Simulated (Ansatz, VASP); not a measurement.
# BC149 (amorphous carbon): VASP beside Ansatz

Aim: how closely do two programs agree when they are given the same cell, functional and k mesh? Of the first pair: The structure shown is the start of the Ansatz relaxation below; VASP solves that cell, so the two are compared at the walk's first step.

Main program and level: Ansatz 0.2.0; plane waves, with VASP 6.6.1 beside it; PBE.

### Step 1. The starting structure

The cell holds 150 atoms: 149 C and 1 B. Cell: a = 10.082 Å, b = 10.082 Å, c = 10.082 Å, α = 90.0°, β = 90.0°, γ = 90.0°. It derives from C (amorphous carbon). As first built, before any earlier steps moved the atoms or strained the cell (in the runner's words): 150 atoms (150 C) placed at random at 2.92 g/cm^3, melted at 6000 K for 10 ps at fixed volume with the Tersoff potential (Tersoff, Phys. Rev. B 39, 5566 (1989)). Quenched from 6000 K to 300 K at 100 K/ps and fixed volume, held 5 ps, then minimised at fixed cell. Nearest the centre at fractional (0.827, 0.450, 0.071): B150 at 0.00 Å, C81 at 1.51 Å, C19 at 1.53 Å, C25 at 1.60 Å, C24 at 1.96 Å, C42 at 2.39 Å, C21 at 2.43 Å, C127 at 2.54 Å.

### Step 2. Ansatz: relaxation, PBE

Ansatz runs on its default PAW (the set named soft_2) files.

The two programs are compared at the cell with which this relaxation starts, whose forces are those of its first step.

Contents of input.yaml:

```yaml
crystal:
  lattice:
    - [10.0824, 0.0, 0.0]
    - [0.0, 10.0824, 0.0]
    - [0.0, 0.0, 10.0824]
  atoms:
    - { symbol: C, position: [0.18542, 0.25009, 0.68729] }
    - { symbol: C, position: [0.42123, 0.15941, 0.76588] }
    - { symbol: C, position: [0.03103, 0.22288, 0.33185] }
    - { symbol: C, position: [0.01845, 0.4832, 0.70091] }
[... 2 atom lines left out ...]
    - { symbol: C, position: [0.50309, 0.53867, 0.8941] }
[... 1 atom line left out ...]
    - { symbol: C, position: [0.10804, 0.24274, 0.96771] }
    - { symbol: C, position: [0.6407, 0.76542, 0.06538] }
    - { symbol: C, position: [0.8461, 0.50661, 0.39984] }
[... 1 atom line left out ...]
    - { symbol: C, position: [0.67573, 0.73482, 0.92202] }
[... 5 atom lines left out ...]
    - { symbol: C, position: [0.86965, 0.47675, 0.92767] }
[... 1 atom line left out ...]
    - { symbol: C, position: [0.61587, 0.35728, 2.0e-05] }
[... 1 atom line left out ...]
    - { symbol: C, position: [0.88355, 0.2737, 0.30055] }
    - { symbol: C, position: [0.82143, 0.27677, 0.15823] }
    - { symbol: C, position: [0.6734, 0.48497, 0.05108] }
    - { symbol: C, position: [0.00951, 0.46306, 0.8681] }
[... 2 atom lines left out ...]
    - { symbol: C, position: [0.04932, 0.22553, 0.09408] }
[... 3 atom lines left out ...]
    - { symbol: B, position: [0.82725, 0.44998, 0.07117] }
    - { symbol: C, position: [0.55782, 0.28772, 0.1137] }
    - { symbol: C, position: [0.54546, 0.40902, 0.36271] }
[... 5 atom lines left out ...]
    - { symbol: C, position: [0.10733, 0.81069, 0.85117] }
    - { symbol: C, position: [0.7752, 0.25482, 0.82696] }
[... 5 atom lines left out ...]
    - { symbol: C, position: [0.72529, 0.05114, 0.95052] }
[... 1 atom line left out ...]
    - { symbol: C, position: [0.40325, 0.63276, 0.93267] }
[... 7 atom lines left out ...]
    - { symbol: C, position: [0.65256, 0.90997, 0.45217] }
[... 8 atom lines left out ...]
    - { symbol: C, position: [0.87107, 0.89876, 0.78995] }
[... 1 atom line left out ...]
    - { symbol: C, position: [0.00183, 0.08742, 0.72451] }
[... 10 atom lines left out ...]
    - { symbol: C, position: [0.42095, 0.08477, 0.33337] }
    - { symbol: C, position: [0.63071, 0.28348, 0.86876] }
[... 3 atom lines left out ...]
    - { symbol: C, position: [0.25933, 0.37673, 0.69571] }
[... 1 atom line left out ...]
    - { symbol: C, position: [0.61958, 0.17226, 0.62415] }
[... 4 atom lines left out ...]
    - { symbol: C, position: [0.77773, 0.96592, 0.67644] }
[... 2 atom lines left out ...]
    - { symbol: C, position: [0.18953, 0.55361, 0.52935] }
[... 1 atom line left out ...]
    - { symbol: C, position: [0.3179, 0.04954, 0.55179] }
    - { symbol: C, position: [0.15265, 0.55638, 0.07759] }
[... 3 atom lines left out ...]
    - { symbol: C, position: [0.18212, 0.68951, 0.60769] }
[... 5 atom lines left out ...]
    - { symbol: C, position: [0.62518, 0.92485, 0.24525] }
    - { symbol: C, position: [0.1001, 0.56825, 0.93877] }
[... 3 atom lines left out ...]
    - { symbol: C, position: [0.09788, 0.89833, 0.22865] }
[... 1 atom line left out ...]
    - { symbol: C, position: [0.29243, 0.36712, 0.98646] }
[... 1 atom line left out ...]
    - { symbol: C, position: [0.01911, 0.84803, 0.73153] }
[... 2 atom lines left out ...]
    - { symbol: C, position: [0.17091, 0.48995, 0.66754] }
[... 6 atom lines left out ...]
    - { symbol: C, position: [0.89005, 0.93166, 0.49745] }
    - { symbol: C, position: [0.90374, 0.68464, 0.12227] }
    - { symbol: C, position: [0.90258, 0.77007, 0.24596] }
    - { symbol: C, position: [0.61242, 0.55051, 0.31024] }
[... 18 atom lines left out ...]
    - { symbol: C, position: [0.03444, 0.74888, 0.61666] }
    - { symbol: C, position: [0.8613, 0.37149, 0.40921] }
kpoints:
  mp_grid: { grid: [1, 1, 1] }
hamiltonian:
  xc: pbe
scf:
  occupations: { method: gaussian, width: 0.05 }
output:
  forces: true
  eigenvalues: true
relax:
  f_tol: 0.05
  max_steps: 90
```

Launch:

```bash
$ ansatz run input.yaml --threads 4 --pin off --max-ram 8192MiB --backend cpu --events-out ev --progress --plain --runs-dir out
```

Numbers of over 12 decimals in the logs are rounded to 6 here.

Log:

```text
Engine: ansatz 0.2.0, aarch64-unknown-linux-gnu
Pseudopotentials: kind: paw
Pseudopotential: C, paw, valence charge 4, recommended cutoff 420 eV (normal), C.paw.azcp
Pseudopotential: B, paw, valence charge 3, recommended cutoff 420 eV (normal), B.paw.azcp
Functional definition: PBE
  parameter kappa = 0.804
  parameter beta = 0.066725
  exchange = pbe_x(kappa = kappa, mu = beta*pi^2/3)
  correlation = pbe_c(beta = beta)
Crystal: 150 atoms, lattice volume = 1024.924 Å³
Basis set: ecut = 420 eV, 20005 PW (Γ), exchange–correlation on 144×144×144 points (8 copies of the dense FFT grid, shifted against one another)
Bands: 450, of which v1, the nominal top of the filled ones, is band 300 counted from 1 (299 counted from 0)
Symmetry: 1 space group operations
Space group: P1 (ITA 1), of the structure as read, at distance tolerance 1.0e-4 Å
k-points: 1
Non-local potential: C, projectors of the file, l = 0: 2, l = 1: 2, l = 2: 1
Non-local potential: B, projectors of the file, l = 0: 2, l = 1: 2, l = 2: 1
PAW form: soft (Blöchl's): semilocal exchange-correlation on the pseudo side does not see the compensation charge
PAW one-centre angular grid: C, 110 points (default); XC on 64 Gauss nodes
PAW one-centre angular grid: B, 110 points (default); XC on 64 Gauss nodes
Initial density: superposition of atomic densities (neutral atoms: chi_scale 0, normalization atom), corrected by the library's trained network
Initial wavefunctions: pseudopotential atomic-orbital guess
Functional: x = pbe(κ = 0.804, μ = 0.219515), c = pbe(β = 0.066725)
SCF iter   1: F=—  HF=-37432.417226 eV  |F-HF|=—  |Δ(HF+E_count)|=         —  Δρ=1.65e-2  dr2=6.82e0  ethr=1.77e-3  ⟨swp⟩=6.0  Hψ=1844  notcnv=0  defer=115
preconditioner: auto → Resta (q_TF=auto, 2.495 Å⁻¹)  ε∞=4.6  [insulator: Δε(μ)=0.338 eV  Ē_g=15.041 eV  σ=0.050 eV  W_gap=0.50  n_scr=256 (ndim 8)  ℏωp=28.4 eV  f_vac=0.002  D(μ)=22.57/eV (n_scr^D=146)  ε∞_Penn≈4.6]
SCF iter   2: F=—  HF=-37431.620863 eV  |F-HF|=—  |Δ(HF+E_count)|=   7.96e-1  Δρ=8.24e-3  dr2=1.65e0  ethr=1.14e-3  ⟨swp⟩=2.0  Hψ=519  notcnv=0  defer=126
SCF iter   3: F=—  HF=-37431.309501 eV  |F-HF|=—  |Δ(HF+E_count)|=   3.11e-1  Δρ=1.78e-3  dr2=5.43e-2  ethr=2.76e-4  ⟨swp⟩=2.0  Hψ=457  notcnv=0  defer=140
SCF iter   4: F=—  HF=-37431.305441 eV  |F-HF|=—  |Δ(HF+E_count)|=   4.06e-3  Δρ=5.67e-4  dr2=3.28e-3  ethr=9.07e-6  ⟨swp⟩=3.0  Hψ=802  notcnv=0  defer=140
SCF iter   5: F=—  HF=-37431.305302 eV  |F-HF|=—  |Δ(HF+E_count)|=   1.39e-4  Δρ=1.62e-4  dr2=5.13e-4  ethr=5.48e-7  ⟨swp⟩=3.0  Hψ=610  notcnv=0  defer=140
SCF iter   6: F=-37431.305330 eV  HF=-37431.305326 eV  |F-HF|=3.77e-6  |Δ(HF+E_count)|=   2.39e-5  Δρ=3.69e-5  dr2=1.28e-5  ethr=1.04e-8  ⟨swp⟩=15.0  Hψ=2618  notcnv=0
SCF 1 converged in 6 iterations: F = -37431.305330 eV  dr2 = 1.28e-5
  greatest PAW one-centre occupation: 0.697 electrons in one spin orbital (limit 2), on the C atom at site 75 (counted from 0), in its partial waves of l = 0
relax step   1: F+E_penalty+E_count = -37431.30532969 eV  Δ(F+E_penalty+E_count) = +0.000e0 eV  max|allowed force component| = 2.321e0 eV/Å  Δτ_max = 0.0000 Å  (6 SCF iters, dr2 threshold 6.25e-5 eV, accepted)
Initial density: handed on by an earlier stage of this run
Initial wavefunctions: those handed on with the density
iter 1 solved again at ethr=4.18e-5 eV; its pass at ethr=3.10e-3 eV (dr2=2.50e-1 eV) is discarded
SCF iter   1: F=—  HF=-37431.606361 eV  |F-HF|=—  |Δ(HF+E_count)|=         —  Δρ=4.31e-3  dr2=2.38e-1  ethr=4.18e-5  ⟨swp⟩=2.0  Hψ=1188  notcnv=0  defer=142
preconditioner: auto → Resta (q_TF=auto, 2.495 Å⁻¹)  ε∞=4.6  [insulator: Δε(μ)=0.195 eV  Ē_g=15.035 eV  σ=0.050 eV  W_gap=0.50  n_scr=256 (ndim 8)  ℏωp=28.4 eV  f_vac=0.002  D(μ)=23.34/eV (n_scr^D=146)  ε∞_Penn≈4.6]
SCF iter   2: F=—  HF=-37431.571589 eV  |F-HF|=—  |Δ(HF+E_count)|=   3.48e-2  Δρ=2.06e-3  dr2=4.90e-2  ethr=3.97e-5  ⟨swp⟩=2.0  Hψ=315  notcnv=0  defer=142
SCF iter   3: F=—  HF=-37431.563027 eV  |F-HF|=—  |Δ(HF+E_count)|=   8.56e-3  Δρ=3.62e-4  dr2=2.94e-3  ethr=8.18e-6  ⟨swp⟩=2.0  Hψ=484  notcnv=0  defer=142
SCF iter   4: F=—  HF=-37431.562732 eV  |F-HF|=—  |Δ(HF+E_count)|=   2.94e-4  Δρ=1.18e-4  dr2=2.46e-4  ethr=4.90e-7  ⟨swp⟩=2.0  Hψ=481  notcnv=0  defer=142
iter 5 did not close the SCF: its close was put off for the readings that it lacked (scf_convergence_deferred on its scf_iter line)
SCF iter   5: F=-37431.562669 eV  HF=-37431.562692 eV  |F-HF|=2.31e-5  |Δ(HF+E_count)|=   4.07e-5  Δρ=3.50e-5  dr2=2.73e-5  ethr=4.11e-8  ⟨swp⟩=2.0  Hψ=514  notcnv=0  defer=142
SCF iter   6: F=-37431.562689 eV  HF=-37431.562690 eV  |F-HF|=9.38e-7  |Δ(HF+E_count)|=   1.64e-6  Δρ=8.14e-6  dr2=1.25e-6  ethr=4.56e-9  ⟨swp⟩=12.0  Hψ=2148  notcnv=0
SCF 2 converged in 6 iterations: F = -37431.562689 eV  dr2 = 1.25e-6
[...]
- { symbol: C, position: [0.698157, 0.214727, 0.524303] }
    - { symbol: C, position: [0.469147, 0.177467, 0.041298] }
    - { symbol: C, position: [0.191151, 0.909917, 0.327767] }
    - { symbol: C, position: [0.934863, 0.034105, 0.853528] }
    - { symbol: C, position: [0.725054, 0.051618, 0.951338] }
    - { symbol: C, position: [0.824211, 0.345216, 0.736135] }
    - { symbol: C, position: [0.402525, 0.633273, 0.932510] }
    - { symbol: C, position: [0.750158, 0.587513, 0.338853] }
    - { symbol: C, position: [0.291429, 0.209367, 0.810758] }
    - { symbol: C, position: [0.571588, 0.795186, 0.828800] }
    - { symbol: C, position: [0.461291, 0.992167, 0.231327] }
    - { symbol: C, position: [0.272055, 0.258573, 0.214159] }
    - { symbol: C, position: [0.950230, 0.614136, 0.615654] }
    - { symbol: C, position: [0.413840, 0.705529, 0.049262] }
    - { symbol: C, position: [0.652580, 0.910268, 0.452389] }
    - { symbol: C, position: [0.679975, 0.228728, 0.181081] }
    - { symbol: C, position: [0.381164, 0.688490, 0.476270] }
    - { symbol: C, position: [0.110011, 0.977451, 0.701139] }
    - { symbol: C, position: [0.327421, 0.542224, 0.454215] }
    - { symbol: C, position: [0.635745, 0.274220, 0.401617] }
    - { symbol: C, position: [0.530842, 0.993071, 0.634220] }
    - { symbol: C, position: [0.350595, 0.892884, 0.327575] }
    - { symbol: C, position: [0.136161, 0.819626, 0.103046] }
    - { symbol: C, position: [0.870512, 0.898633, 0.789872] }
[...]
- { symbol: C, position: [0.400004, 0.032293, 0.685019] }
    - { symbol: C, position: [0.389846, 0.320398, 0.575793] }
    - { symbol: C, position: [0.444628, 0.445646, 0.497494] }
    - { symbol: C, position: [0.805186, 0.617556, 0.638401] }
    - { symbol: C, position: [0.517555, 0.748598, 0.712170] }
    - { symbol: C, position: [0.320817, 0.362687, 0.839594] }
    - { symbol: C, position: [0.034111, 0.748737, 0.615882] }
    - { symbol: C, position: [0.859329, 0.370469, 0.408024] }
```

### Step 3. VASP: single point, PBE, start cell, pair 1

The same cell, functional, mesh and smearing now go to VASP, with its own data sets.

Lines of VASP's logs that name or quote its potential files are left out, and so is its time.

Contents of INCAR:

```
SYSTEM = BC149
PREC = Accurate
ENCUT = 520
EDIFF = 1E-06
NELM = 120
ISMEAR = 0
SIGMA = 0.05
LREAL = Auto
ALGO = Normal
GGA = PE
NBANDS = 404
LORBIT = 11
LWAVE = .FALSE.
LCHARG = .FALSE.
ISIF = 2
LASPH = .TRUE.
GGA_COMPAT = .FALSE.
```

Contents of POSCAR:

```
BC149
1.0
   10.0824000000      0.0000000000      0.0000000000
    0.0000000000     10.0824000000      0.0000000000
    0.0000000000      0.0000000000     10.0824000000
C B
149 1
Direct
    0.1854221217      0.2500892645      0.6872867571
    0.4212290724      0.1594064905      0.7658791558
    0.0310342776      0.2228834405      0.3318455923
    0.0184479886      0.4831984448      0.7009144648
[... 2 atom lines left out ...]
    0.5030945013      0.5386713481      0.8941025946
[... 1 atom line left out ...]
    0.1080397524      0.2427398239      0.9677061017
    0.6407006268      0.7654229152      0.0653812584
    0.8460981512      0.5066055701      0.3998353567
[... 1 atom line left out ...]
    0.6757319686      0.7348151234      0.9220225343
[... 5 atom lines left out ...]
    0.8696540506      0.4767515671      0.9276660319
[... 1 atom line left out ...]
    0.6158652702      0.3572760454      0.0000198365
[... 1 atom line left out ...]
    0.8835495517      0.2737046735      0.3005534397
    0.8214314052      0.2767694200      0.1582262160
    0.6734011743      0.4849738158      0.0510791081
    0.0095116242      0.4630643498      0.8680968817
[... 2 atom lines left out ...]
    0.0493235738      0.2255316195      0.0940847417
[... 3 atom lines left out ...]
    0.5578235341      0.2877191938      0.1137030866
    0.5454554471      0.4090196779      0.3627112592
    0.5378778862      0.6781917004      0.1361679759
[... 5 atom lines left out ...]
    0.7752023328      0.2548202809      0.8269558835
    0.7670891851      0.5225045624      0.8537451400
[... 5 atom lines left out ...]
    0.8238514639      0.3433607078      0.7340712529
[... 1 atom line left out ...]
    0.7511406014      0.5871518686      0.3376973736
[... 7 atom lines left out ...]
    0.6805224946      0.2326033484      0.1803638023
[... 8 atom lines left out ...]
    0.9117670396      0.7575874792      0.9927695787
[... 1 atom line left out ...]
    0.8362195509      0.1429223201      0.9124712370
[... 10 atom lines left out ...]
    0.6307129255      0.2834840911      0.8687614060
    0.9098032215      0.5467349044      0.1493394430
[... 3 atom lines left out ...]
    0.7804193446      0.7297667222      0.3328969293
[... 1 atom line left out ...]
    0.8204197413      0.7901392526      0.8960366579
[... 4 atom lines left out ...]
    0.0515651035      0.5188645561      0.1871578196
[... 2 atom lines left out ...]
    0.5774319606      0.5276918194      0.1616579386
[... 1 atom line left out ...]
    0.1526521463      0.5563754662      0.0775906530
    0.6575815282      0.1684122828      0.3091922558
[... 3 atom lines left out ...]
    0.0506625407      0.3128917718      0.8692474014
[... 5 atom lines left out ...]
    0.1000952154      0.5682476395      0.9387744981
    0.9066293740      0.1762675553      0.0759343014
[... 3 atom lines left out ...]
    0.7539772276      0.4920554630      0.7115170991
[... 1 atom line left out ...]
    0.4852316909      0.4021760692      0.2085416171
[... 1 atom line left out ...]
    0.1163115925      0.2296377847      0.2125684361
[... 2 atom lines left out ...]
    0.1237304610      0.5092636674      0.3075954138
[... 6 atom lines left out ...]
    0.9037431564      0.6846385781      0.1222724748
    0.9025827184      0.7700745854      0.2459632627
    0.6124236293      0.5505137666      0.3102435928
    0.6527612473      0.5741886852      0.9246409585
[... 18 atom lines left out ...]
    0.8613028644      0.3714889312      0.4092081250
    0.8272534317      0.4499821471      0.0711735301
```

Contents of KPOINTS:

```
Automatic mesh
0
Gamma
1 1 1
0 0 0
```

Potentials, in the order of the species: C and B (PBE family, release 64).

Launch:

```bash
$ export OMP_NUM_THREADS=3
$ mpirun -np 1 vasp_gam
```

Log:

```text
[banner, memory and clock lines left out]
running    1 mpi-ranks, on    1 nodes
[...]
Offloading initialized ...    1 GPUs detected
[...]
LDA part: xc-table for (Slater+PW92), standard interpolation
 POSCAR, INCAR and KPOINTS ok, starting setup
[...]
entering main loop
       N       E                     dE             d eps       ncg     rms          rms(c)
DAV:   1     0.407007547299E+04    0.40701E+04   -0.35771E+05   808   0.151E+03
DAV:   2    -0.919774309610E+03   -0.49898E+04   -0.46818E+04  1028   0.343E+02
DAV:   3    -0.131311116723E+04   -0.39334E+03   -0.38371E+03  1000   0.927E+01
DAV:   4    -0.132379591949E+04   -0.10685E+02   -0.10597E+02   968   0.163E+01
[...]
DAV:  18    -0.126661633123E+04   -0.35097E-05   -0.53324E-05   976   0.862E-03    0.952E-03
DAV:  19    -0.126661633339E+04   -0.21646E-05   -0.15413E-05   920   0.526E-03    0.398E-03
DAV:  20    -0.126661633342E+04   -0.28203E-07   -0.21916E-06   552   0.217E-03
   1 F= -.12666163E+04 E0= -.12666020E+04  d E =-.286340E-01
```

From OUTCAR (step 3):

```text
  FREE ENERGIE OF THE ION-ELECTRON SYSTEM (eV)
  ---------------------------------------------------
  free  energy   TOTEN  =     -1266.6163334223 eV

  energy  without entropy=    -1266.5876994323  energy(sigma->0) =    -1266.60201643
```

This run has no spin polarisation. Its electron count is odd, so without a moment it is a metal by construction.

(Continued in part 2 of 2.)

[Lines on the potential files, build, host, timing and source positions are cut from VASP's logs without a mark.]

[Logs are printed without paths, hosts, clocks, repeated set-up lines and the standing remarks that a program may print on its own settings, such as how far it seeks lower states.]

[Hosts, paths, dates, database ids (printed as entryN), source tags and the programs' standing remarks are cut or masked in the printed files.]
